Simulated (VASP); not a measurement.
Crystal: Pr3Ti.

```
CELL_PARAMETERS angstrom
4.96990 0.00000 0.00000
0.00000 4.96990 0.00000
0.00000 0.00000 4.96990
ATOMIC_POSITIONS crystal
Pr 0.50000 0.50000 0.00000
Pr 0.50000 0.00000 0.50000
Pr 0.00000 0.50000 0.50000
Ti 0.00000 0.00000 0.00000
```

The cell comes from a database or a generator and needn't be the stable form of this composition.

Base run:

- Program: VASP 6.6.1
- Functional: LDA
- Potentials or basis: VASP PAW PBE potentials, release 64 (Pr_3, Ti_pv), 4f in core
- Cutoff: 520 eV
- k mesh: 6 × 6 × 6
- Occupations: gaussian, width 0.02 eV
- Spin: collinear spin, ferromagnetic start
- Starting moments: [2.0, 2.0, 2.0, 1.0] μB

Its results: band gap on the k mesh none (metal or under the smearing width); pressure -4.4 GPa; net moment 0.00 μB per cell.

The run is repeated on the same cell with these changes: functional from LDA to PBE; further incar settings from ALGO = Normal; EDIFF = 1e-06 to ALGO = Fast; EDIFF = 1.00e-06; NBANDS = 34. What comes out?

Band gap on the k mesh none (metal or under the smearing width); pressure -0.1 GPa; net moment -0.08 μB per cell; site moments Pr +0.00; Ti -0.07 μB.

Caveats: the magnetic or orbital state may not be the lowest; spin-orbit coupling is left out, which moves the levels of the heavy elements; the 4f electrons are frozen in the core as for a trivalent ion, so they carry no moment and show no levels; the PAW data sets were made with another functional, which shifts forces and pressure a little (some runs); ASE's xc='lda' writes no GGA tag, so the PBE potentials set the functional and the run is PBE (some runs).
